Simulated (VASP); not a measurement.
A convergence study with VASP on TiO₂ (rutile): one setting is varied, all else stays as given below, so the limit is that of these other settings.

```xyz
6
Lattice="4.5900 0.0000 0.0000 0.0000 4.5900 0.0000 0.0000 0.0000 2.9600" Properties=species:S:1:pos:R:3 pbc="T T T"
Ti     0.0000     0.0000     0.0000
Ti     2.2950     2.2950     1.4800
O      1.4000     1.4000     0.0000
O      3.6949     0.8951     1.4800
O      0.8951     3.6949     1.4800
O      3.1900     3.1900     0.0000
```

These are PBE GGA, VASP's PBE PAW potentials (set 64) (plane waves; VASP) values and carry that method's errors. The tightest run used: 700 eV cut-off, 9×9×12 Monkhorst-Pack mesh, Gaussian smearing of 0.050 eV, potentials Ti_sv O.

Question: The settings run are 1×1×1 mesh; 2×2×2 mesh; 2×2×3 mesh; 3×3×4 mesh; 4×4×5 mesh; 4×4×6 mesh; 5×5×7 mesh; 6×6×8 mesh; 7×7×9 mesh; 8×8×10 mesh; 8×8×11 mesh; 9×9×12 mesh. From which on does the energy per atom stay within 0.01 eV/atom of the tightest run?

Answer: From 3×3×4 mesh on: it is off by 0.0015 there and by no more than 0.01 in any finer run, while 2×2×3 mesh is off by 0.0156.
```json
[
 {"setting": "1×1×1 mesh", "E (eV/atom)": "-7.9870", "pressure (GPa)": "19.34", "largest force (eV/Å)": "5.098", "irreducible k-points": "1", "difference judged (eV/atom)": "0.9568"},
 {"setting": "2×2×2 mesh", "E (eV/atom)": "-8.9865", "pressure (GPa)": "5.28", "largest force (eV/Å)": "0.198", "irreducible k-points": "1", "difference judged (eV/atom)": "0.0426"},
 {"setting": "2×2×3 mesh", "E (eV/atom)": "-8.9282", "pressure (GPa)": "5.96", "largest force (eV/Å)": "0.175", "irreducible k-points": "2", "difference judged (eV/atom)": "0.0156"},
 {"setting": "3×3×4 mesh", "E (eV/atom)": "-8.9454", "pressure (GPa)": "5.71", "largest force (eV/Å)": "0.127", "irreducible k-points": "6", "difference judged (eV/atom)": "0.0015"},
 {"setting": "4×4×5 mesh", "E (eV/atom)": "-8.9434", "pressure (GPa)": "5.76", "largest force (eV/Å)": "0.125", "irreducible k-points": "9", "difference judged (eV/atom)": "0.0004"},
 {"setting": "4×4×6 mesh", "E (eV/atom)": "-8.9439", "pressure (GPa)": "5.75", "largest force (eV/Å)": "0.127", "irreducible k-points": "9", "difference judged (eV/atom)": "0.0000"},
 {"setting": "5×5×7 mesh", "E (eV/atom)": "-8.9438", "pressure (GPa)": "5.77", "largest force (eV/Å)": "0.127", "irreducible k-points": "24", "difference judged (eV/atom)": "0.0000"},
 {"setting": "6×6×8 mesh", "E (eV/atom)": "-8.9439", "pressure (GPa)": "5.75", "largest force (eV/Å)": "0.127", "irreducible k-points": "24", "difference judged (eV/atom)": "0.0000"},
 {"setting": "7×7×9 mesh", "E (eV/atom)": "-8.9439", "pressure (GPa)": "5.75", "largest force (eV/Å)": "0.127", "irreducible k-points": "50", "difference judged (eV/atom)": "0.0000"},
 {"setting": "8×8×10 mesh", "E (eV/atom)": "-8.9439", "pressure (GPa)": "5.77", "largest force (eV/Å)": "0.127", "irreducible k-points": "50", "difference judged (eV/atom)": "0.0000"},
 {"setting": "8×8×11 mesh", "E (eV/atom)": "-8.9439", "pressure (GPa)": "5.77", "largest force (eV/Å)": "0.127", "irreducible k-points": "60", "difference judged (eV/atom)": "0.0000"},
 {"setting": "9×9×12 mesh", "E (eV/atom)": "-8.9439", "pressure (GPa)": "5.77", "largest force (eV/Å)": "0.127", "irreducible k-points": "90", "difference judged (eV/atom)": "0.0000"}
]
```

Left out are rungs that failed or repeat a setting and relaxations that didn't move; long series are thinned to 24 rows.

The compound is TiO2 in the rutile structure. The cell was not relaxed at this level, forces remain on its atoms.
